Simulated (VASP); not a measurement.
Consider the following.

```
Li2Se
1.0
    0.00000     2.99133     2.99133
    2.99133     0.00000     2.99133
    2.99133     2.99133     0.00000
Li Se
2 1
Cartesian
  1.49566   1.49566   1.49566
  4.48699   4.48699   4.48699
  0.00000   2.99133   2.99133
```

Level of theory: optB88-vdW, VASP's PBE PAW potentials (set 64) (plane waves; VASP). Settings: 520 eV cut-off, Gaussian smearing of 0.050 eV, potentials Li_sv Se.

Give the energies of bands 4 to 9 at the high-symmetry points, in eV from the valence-band maximum.

```
band     Γ      X      U      L      W
----  ----  -----  -----  -----  -----
4     0.00  -2.27  -2.09  -2.90  -1.90
5     0.00  -1.44  -2.06  -0.53  -1.90
6     0.00  -1.44  -1.17  -0.53  -1.75
7     3.50   3.04   4.18   5.22   5.23
8     5.69   6.29   7.36   6.02   6.46
9     5.69  10.44   8.55   6.02   8.15
```

The gap is indirect, 3.04 eV, from the valence maximum at Γ to the conduction minimum at X.

The compound is Li2Se in the antifluorite structure. It was relaxed first.
